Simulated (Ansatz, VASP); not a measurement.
# PtSe2 (1T-PtSe2 3 layers, AA): VASP beside Ansatz, part 2 of 2

One calculation is typed for both programs; each brings its own data sets. How far apart do they land? The cell is taken from a series of runs on this material, whose earlier steps may have relaxed, scaled, displaced or heated it; both programs get it as it stands.

VASP 6.6.1 and Ansatz 0.2.0.

So far: Set-up; VASP: single point, PBEsol with D3(BJ).

### Step 3. Ansatz: single point, PBEsol with D3(BJ)

Level of this step: Ansatz beside VASP: Kohn-Sham DFT, plane waves, PBEsol with D3(BJ) (Ansatz).

Ansatz runs on its default PAW (the set named soft_2) files.

The same cell, functional, mesh and smearing now go to Ansatz, which takes its cutoff from its data sets.

Contents of input.yaml:

```yaml
crystal:
  lattice:
    - [3.7139256912, 0.0, 0.0]
    - [-1.8569628456, 3.2163539963, 0.0]
    - [0.0, 0.0, 29.9680998143]
  atoms:
    - { symbol: Se, position: [0.6666666667, 0.3333333333, 0.3003193414] }
    - { symbol: Pt, position: [0.0, 0.0, 0.3436152441] }
    - { symbol: Se, position: [0.3333333333, 0.6666666667, 0.3857683015] }
    - { symbol: Se, position: [0.6666666667, 0.3333333333, 0.4575247503] }
    - { symbol: Pt, position: [0.0, 0.0, 0.5] }
    - { symbol: Se, position: [0.3333333333, 0.6666666667, 0.5424752497] }
    - { symbol: Se, position: [0.6666666667, 0.3333333333, 0.6142316985] }
    - { symbol: Pt, position: [0.0, 0.0, 0.6563847559] }
    - { symbol: Se, position: [0.3333333333, 0.6666666667, 0.6996806586] }
kpoints:
  mp_grid: { grid: [12, 12, 1] }
  band_path:
    path: [[0, 0, 0], [0.5, 0, 0], [0.33333333, 0.33333333, 0], [0, 0, 0]]
    npoints: 16
hamiltonian:
  xc: pbesol
  dispersion: d3bj
scf:
  occupations: { method: fermi_dirac, width: 0.05 }
  convergence: { dr2_threshold: 1.0e-10 }
efield:
  axis: 3
  dipole_correction: true
  ramp_position: 0.97
  ramp_width: 0.06
  amplitude: 0
output:
  dos: { projected: true, e_range: [-6, 5] }
  bader: true
  write_potential: true
  write_density: true
  volumetric_format: npy
  elf: true
```

On the command line:

```console
$ ansatz run input.yaml --threads 8 --pin off --max-ram 12288MiB --backend cpu --events-out ev --progress --plain --runs-dir out
```

Numbers of over 12 decimals in the logs are rounded to 6 here.

What it wrote:

```text
Engine: ansatz 0.2.0, aarch64-unknown-linux-gnu
Pseudopotentials: kind: paw
Pseudopotential: Se, paw, valence charge 16, recommended cutoff 420 eV (normal), Se.paw.azcp
Pseudopotential: Pt, paw, valence charge 18, recommended cutoff 420 eV (normal), Pt.paw.azcp
Functional definition: PBEsol
  exchange = pbesol_x
  correlation = pbesol_c
Crystal: 9 atoms, lattice volume = 357.978 Å³
Basis set: ecut = 420 eV, 7049 PW (Γ)
Bands: 90, of which v1, the nominal top of the filled ones, is band 75 counted from 1 (74 counted from 0)
Symmetry: 6 space group operations
k-points: 19 of 144 (time reversal used)
Non-local potential: Se, projectors of the file, l = 0: 2, l = 1: 2, l = 2: 3, l = 3: 1
Non-local potential: Pt, projectors of the file, l = 0: 3, l = 1: 2, l = 2: 2, l = 3: 1
PAW form: soft (Blöchl's): semilocal exchange-correlation on the pseudo side does not see the compensation charge
PAW frozen core: Se, regenerated for the run's functional, and the local potential with it (the file was generated under x = pbe(κ = 0.804, μ = 0.219515), c = pbe(β = 0.066725))
PAW frozen core: Pt, regenerated for the run's functional, and the local potential with it (the file was generated under x = pbe(κ = 0.804, μ = 0.219515), c = pbe(β = 0.066725))
PAW one-centre angular grid: Se, 590 points (default); XC on 64 Gauss nodes
PAW one-centre angular grid: Pt, 590 points (default); XC on 64 Gauss nodes
Initial density: superposition of atomic densities (neutral atoms: chi_scale 0, normalization atom), corrected by the library's trained network
Initial wavefunctions: pseudopotential atomic-orbital guess
Functional: x = pbesol(κ = 0.804, μ = 0.123457), c = pbesol(β = 0.046)
SCF iter   1: F=—  HF=-69703.612842 eV  |F-HF|=—  |Δ(HF+E_count)|=         —  Δρ=3.38e-3  dr2=1.19e-1  ethr=1.77e-3  p=0.000 e·Å  D=2.65e-13 V/Å  ΔV_dip=-0.00 eV  dr2_dipole=1.05e-7  V_vac-E_F(+/−)=4.78/4.78 eV  ⟨swp⟩=8.0  Hψ=7028  notcnv=0  defer=30
efield: sawtooth ramp at fractional position 0.9700 (set: `efield.ramp_position`, or a place that a band, a saddle search or an elastic batch's reference lends), width 0.0600; the density the first Hamiltonian is built on has a dipole p = 0.000 e·Å; the dipole correction subtracts the counter field D = 2.65e-13 V/Å, which shifts the + side's vacuum level by -0.00 eV against the − side's; the planar-averaged density in the ramp window peaks in size at 6.2e-6 e/Å³
preconditioner: auto → LDOS  [insulator: Δε(μ)=0.226 eV  Ē_g=9.951 eV  σ=0.050 eV  W_gap=0.59  n_scr=100 (ndim 8)  ℏωp=15.9 eV  f_vac=0.509  D(μ)=1.63/eV (n_scr^D=8)  ε∞_Penn≈3.6  β→1.0]
SCF iter   2: F=—  HF=-69703.624776 eV  |F-HF|=—  |Δ(HF+E_count)|=   1.19e-2  Δρ=3.91e-3  dr2=2.61e-1  ethr=7.93e-5  p=0.000 e·Å  D=3.09e-5 V/Å  ΔV_dip=-0.00 eV  dr2_dipole=2.99e-7  V_vac-E_F(+/−)=4.57/4.57 eV  ⟨swp⟩=2.9  Hψ=3591  notcnv=0  defer=117
SCF iter   3: F=—  HF=-69703.596090 eV  |F-HF|=—  |Δ(HF+E_count)|=   2.87e-2  Δρ=6.40e-4  dr2=9.59e-3  ethr=7.93e-5  p=0.000 e·Å  D=1.85e-6 V/Å  ΔV_dip=-0.00 eV  dr2_dipole=3.74e-9  V_vac-E_F(+/−)=4.72/4.72 eV  ⟨swp⟩=2.2  Hψ=2254  notcnv=0  defer=117
SCF iter   4: F=—  HF=-69703.594791 eV  |F-HF|=—  |Δ(HF+E_count)|=   1.30e-3  Δρ=1.30e-4  dr2=8.26e-5  ethr=6.39e-6  p=0.000 e·Å  D=2.21e-7 V/Å  ΔV_dip=-0.00 eV  dr2_dipole=4.02e-10  V_vac-E_F(+/−)=4.69/4.69 eV  ⟨swp⟩=2.1  Hψ=2219  notcnv=0  defer=117
SCF iter   5: F=—  HF=-69703.594758 eV  |F-HF|=—  |Δ(HF+E_count)|=   3.21e-5  Δρ=2.69e-5  dr2=6.86e-6  ethr=5.51e-8  p=0.000 e·Å  D=1.20e-7 V/Å  ΔV_dip=-0.00 eV  dr2_dipole=3.39e-11  V_vac-E_F(+/−)=4.69/4.69 eV  ⟨swp⟩=3.0  Hψ=3442  notcnv=0  defer=116
SCF iter   6: F=—  HF=-69703.595035 eV  |F-HF|=—  |Δ(HF+E_count)|=   2.76e-4  Δρ=8.27e-6  dr2=3.40e-7  ethr=4.58e-9  p=-0.000 e·Å  D=-7.87e-8 V/Å  ΔV_dip=0.00 eV  dr2_dipole=3.89e-13  V_vac-E_F(+/−)=4.69/4.69 eV  ⟨swp⟩=2.5  Hψ=2756  notcnv=0  defer=116
SCF iter   7: F=—  HF=-69703.595035 eV  |F-HF|=—  |Δ(HF+E_count)|=   8.67e-8  Δρ=1.82e-6  dr2=2.16e-8  ethr=2.27e-10  p=0.000 e·Å  D=1.15e-8 V/Å  ΔV_dip=-0.00 eV  dr2_dipole=7.98e-13  V_vac-E_F(+/−)=4.69/4.69 eV  ⟨swp⟩=2.4  Hψ=2617  notcnv=0  defer=116
SCF iter   8: F=—  HF=-69703.595035 eV  |F-HF|=—  |Δ(HF+E_count)|=   1.47e-8  Δρ=5.56e-7  dr2=1.97e-9  ethr=1.44e-11  p=-0.000 e·Å  D=-4.94e-9 V/Å  ΔV_dip=0.00 eV  dr2_dipole=2.66e-13  V_vac-E_F(+/−)=4.69/4.69 eV  ⟨swp⟩=2.2  Hψ=2270  notcnv=0  defer=116
SCF iter   9: F=—  HF=-69703.595035 eV  |F-HF|=—  |Δ(HF+E_count)|=  6.84e-10  Δρ=1.63e-7  dr2=1.74e-10  ethr=1.31e-12  p=0.000 e·Å  D=7.84e-9 V/Å  ΔV_dip=-0.00 eV  dr2_dipole=1.44e-13  V_vac-E_F(+/−)=4.69/4.69 eV  ⟨swp⟩=3.1  Hψ=2862  notcnv=0  defer=116
SCF iter  10: F=-69703.595035 eV  HF=-69703.595035 eV  |F-HF|=7.28e-11  |Δ(HF+E_count)|=  5.82e-11  Δρ=4.10e-8  dr2=7.77e-12  ethr=1.00e-12  p=0.000 e·Å  D=2.66e-9 V/Å  ΔV_dip=-0.00 eV  dr2_dipole=1.02e-14  V_vac-E_F(+/−)=4.69/4.69 eV  ⟨swp⟩=12.9  Hψ=6600  notcnv=0
SCF 1 converged in 10 iterations: F = -69703.595035 eV  dr2 = 7.77e-12
  greatest PAW one-centre occupation: 1.000 electrons in one spin orbital (limit 2), on the Pt atom at site 4 (counted from 0), in its partial waves of l = 0
NSCF: frozen V_eff on 49 k-points
efield: sawtooth ramp at fractional position 0.9700 (kept from the solve that this one continues, or follows in the run), width 0.0600; the density the first Hamiltonian is built on has a dipole p = 0.000 e·Å; the dipole correction subtracts the counter field D = 2.66e-9 V/Å, which shifts the + side's vacuum level by -0.00 eV against the − side's; the planar-averaged density in the ramp window peaks in size at 8.8e-7 e/Å³
WARN: The output density's exchange-correlation potential varies sharply where the density is thin. Do not read a vacuum level from v_tot or v_xc, or from such a field of the output density. On a cell that repeats whose density bears no net charge and no dipole along the vacuum's axis use v_es (v_loc + v_h of the components); under efield.dipole_correction with no amplitude use v_es + v_field, which holds any externa [...]
SCF converged after 10 iterations
Free energy (F): -69703.595035 eV
Harris-Foulkes:  -69703.595035 eV  (|F-HF|=7.28e-11)
Internal energy: -69703.578873 eV  (E = F + TS)
E sigma→0 (E₀):  -69703.586954 eV
Entropy (-TS):   -0.016161 eV (-1.796 meV/atom)
Fermi energy:    4.442001 eV
Dipole field:    D = -0.000000 V/Å  (p = -0.000000 e·Å, saw-weighted, corrected)
Work function:   Φ+ = 4.6881 eV   Φ− = 4.6881 eV
Levels:          The Fermi level and band energies are counted from a zero that moves with the ramp; work functions are not
--- Per-component energies (eV) ---
  E_band       = -4218.043759
  E_kinetic    = 2628.971589
  E_local      = -266293.917627  (includes V_loc(G=0)·N_el)
  E_nonlocal   = -2942.402106
  E_hartree    = 131732.538796
  E_xc         = -1403.887983
  E_vxc        = -1499.702308  (∫ρ·V_xc dr)
  E_paw        = -39160.926821  (= ΣΔE_a)
  E_vpaw       = 423.932739  (= ΣTr[D̂ρ^β])
  E_aug_tail   = -0.002991  (compensation charges beyond the density's cutoff)
  E_efield     = 0.000000  (sawtooth field / dipole correction)
  E_vefield    = 0.000000  (∫n·V_field dr)
  E_ewald      = 105732.554320
  E_disp       = -3.417698  (pairwise vdW)
  E_core_change = 6.911646  (= ΣΔE_core)
  E_smearing   = -0.016161  (= −TS)
  E_closure    = 0.000000  (closes the sum)
  Σ components = -69703.595035   (vs F -69703.595035, Δ=0.00e0)
--- Band table (eV; the first three rows and the last of 19) ---
  k-point 0: bands = [... 71 lower, 3.3429, 3.3429, 3.4563, 4.6306, 5.6564, 5.6564, 6.2788, 6.2788, ... 11 higher]
  k-point 1: bands = [... 71 lower, 3.2095, 3.3621, 4.0297, 4.4931, 5.5081, 5.5201, 5.7944, 6.1807, ... 11 higher]
  k-point 2: bands = [... 71 lower, 3.0853, 3.3348, 3.5934, 4.2538, 5.2268, 5.2589, 5.2820, 5.9397, ... 11 higher]
  k-point 18: bands = [... 71 lower, 2.1946, 2.1946, 2.5739, 2.5739, 4.5480, 4.5480, 5.4619, 5.4619, ... 11 higher]
--- Bader charges: 9 sites ---
  site symbol  charge [e]  shift [e]
     0     Se     -0.0472     0.0028
     1     Pt      0.0452     0.0059
     2     Se     -0.0009     0.0031
     3     Se     -0.0067     0.0029
     4     Pt      0.0194     0.0058
     5     Se     -0.0067     0.0029
     6     Se     -0.0009     0.0031
     7     Pt      0.0452     0.0059
     8     Se     -0.0473     0.0028
  estimated error of the sums over rays = 6.7e-4 e
```

In the SCF lines HF is the Harris–Foulkes energy and dr2 the Hartree energy of the density residual, in eV; the loop may stop once dr2 is under the threshold and the program's other checks hold. Hψ counts applications of the Hamiltonian.

### Step 4. Side by side

Known differences besides the potentials themselves: the data sets hold 150 valence electrons in Ansatz (on its default PAW (the set named soft_2) files) and 66 in VASP; the cutoff is 420 eV in Ansatz and 400 eV in VASP; Ansatz makes its cores anew for this functional, VASP keeps those of its PBE data sets. Total energies have different zeros and are not compared.

The two programs side by side:

```csv
quantity,Ansatz,VASP,difference
"work function, lower of the two faces (eV)",4.69,4.69,-0.01
"work function, higher of the two faces (eV)",4.69,4.69,-0.01
```

With vacuum in the cell, a pressure given here is an average over mostly empty space and none of the material.

### Step 5. What came out

```yaml
difference_in_work_function_lower_of_the_two_faces_single_point_pbesol_with_d3_bj: -0.0064 eV
```

What this shows: The difference in work function, lower of the two faces is -0.0064 eV (single point, PBEsol with D3(BJ)). The data sets hold unlike numbers of valence electrons (150 in Ansatz and 66 in VASP), so part of the differences comes from the potentials. Such differences can come from data sets, numerical settings and the points named under the comparisons, not from the functional's error against experiment.

[Lines on the potential files, build, host, timing and source positions are cut from VASP's logs without a mark.]

[Logs are printed without paths, hosts, clocks, repeated set-up lines and the standing remarks that a program may print on its own settings, such as how far it seeks lower states.]

[Hosts, paths, dates, database ids (printed as entryN), source tags and the programs' standing remarks are cut or masked in the printed files.]
